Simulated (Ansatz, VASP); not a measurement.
# Co3Bi: VASP beside Ansatz

INCAR

```
SYSTEM = Co3Bi
ALGO     = Normal         ! electronic algorithm
EDIFF    = 1E-6           ! SCF threshold, eV
EDIFFG   = -0.05          ! ionic threshold
ENCUT    = 600            ! plane-wave cutoff, eV
GGA      = PE             ! functional
IBRION   = 2              ! ionic algorithm
ISIF     = 3              ! what is computed and relaxed
ISMEAR   = 0              ! smearing method
ISPIN    = 2              ! spin polarisation
LASPH    = .TRUE.         ! aspherical terms in the spheres
LCHARG   = .FALSE.        ! write CHGCAR
LMAXMIX  = 4              ! l up to which the mixer works
LORBIT   = 11             ! projections on sites
LREAL    = .FALSE.        ! projectors in reciprocal space
LWAVE    = .FALSE.        ! write WAVECAR
MAGMOM   = 1.67 1.67 1.94 0 ! initial moments
NELM     = 150            ! most SCF steps
NSW      = 100            ! ionic steps
PREC     = Accurate       ! precision mode
SIGMA    = 0.1            ! smearing width, eV
```

Contents of KPOINTS:

```
k-points
0
G
  6 6 6
  0 0 0
```

The input POSCAR:

```
Co3Bi
1.0
    0.0000000000      3.1619751678      3.1619751678
    3.1619751678      0.0000000000      3.1619751678
    3.1619751678      3.1619751678      0.0000000000
Co Bi
3 1
Direct
    0.2500000000      0.2500000000      0.2500000000
    0.7500000000      0.7500000000      0.7500000000
    0.5000000000      0.5000000000      0.5000000000
    0.0000000000      0.0000000000      0.0000000000
```

Input for Ansatz:

```yaml
crystal:
  lattice:
    - [0.0, 3.1619751678, 3.1619751678]
    - [3.1619751678, 0.0, 3.1619751678]
    - [3.1619751678, 3.1619751678, 0.0]
  atoms:
    - { symbol: Co, position: [0.25, 0.25, 0.25], spin: 1.67 }
    - { symbol: Co, position: [0.75, 0.75, 0.75], spin: 1.67 }
    - { symbol: Co, position: [0.5, 0.5, 0.5], spin: 1.94 }
    - { symbol: Bi, position: [0.0, 0.0, 0.0] }
basis:
  ecutwfc: 420
kpoints:
  mp_grid: { grid: [6, 6, 6] }
hamiltonian:
  xc: pbe
scf:
  occupations: { method: gaussian, width: 0.1 }
output:
  forces: true
  stress: true
  eigenvalues: true
  populations: true
magnetization:
  spin_polarized: true
relax:
  adjacent_minimum: "off"
  f_tol: 0.05
  max_steps: 80
  cell: { stress_tol: 0.5 }
```

The cell was built by a generator and needn't be a form met in nature.

Alike in both runs: task relaxation of cell and atoms; functional PBE; k mesh 6 × 6 × 6; occupations gaussian, width 0.1 eV; collinear spin.

```csv
,VASP,Ansatz
version,VASP 6.6.1,Ansatz 0.2.0
potentials or method,"VASP PAW PBE potentials, release 64 (Co, Bi_d)","scalar-relativistic, plane waves, PAW"
plane-wave cutoff (eV),600,420
valence electrons in the cell,42,66
```

```csv
,VASP,Ansatz,Ansatz less VASP
"gap on the k mesh at the Fermi level, each at its own relaxed structure (eV)",none,none,-
net moment per atom (μB),1.09,1.10,+0.014
size of the moment on the site where the two differ most (μB),1.40,1.44,+0.036
relaxed volume (Å³/atom),14.35,14.40,+0.043
relaxed cell length with the largest relative difference (Å),4.330,4.334,+0.0043
energy change over the relaxation (meV/atom),-49,-47,+1.7
```

Site moments also hang on the region over which each program counts them. A gap of «none» marks a metal or a gap that the smearing closes. The two sets of potentials don't hold the same shells in valence.

Caveats: spin-orbit coupling is left out, which moves the levels of the heavy elements.
